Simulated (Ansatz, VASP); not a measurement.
# HgRu in VASP and in Ansatz

```
Hg Ru
1.0
     0.00000    3.00985    3.00985
     3.00985    0.00000    3.00985
     3.00985    3.00985    0.00000
Hg Ru
1 1
Cartesian
  0.0000 0.0000 0.0000
  4.5148 4.5148 4.5148
```

Alike in both runs: task single point; functional PBE; k mesh 6 × 6 × 6; occupations gaussian, width 0.1 eV; no spin polarisation.

```csv
,VASP,Ansatz
version,VASP 6.6.1,Ansatz 0.2.0
potentials or method,"VASP PAW PBE potentials, release 64 (Hg, Ru_pv)","scalar-relativistic, plane waves, PAW"
plane-wave cutoff (eV),520,420
valence electrons in the cell,26,36
```

|  | VASP | Ansatz | Ansatz less VASP |
| --- | --- | --- | --- |
| gap on the k mesh at the Fermi level (eV) | none | none | - |
| pressure (GPa) | 0.5 | -0.1 | -0.57 |

A gap of «none» marks a metal or a gap that the smearing closes. The two sets of potentials don't hold the same shells in valence.

Spin-orbit coupling is left out, which matters for the levels of Hg.
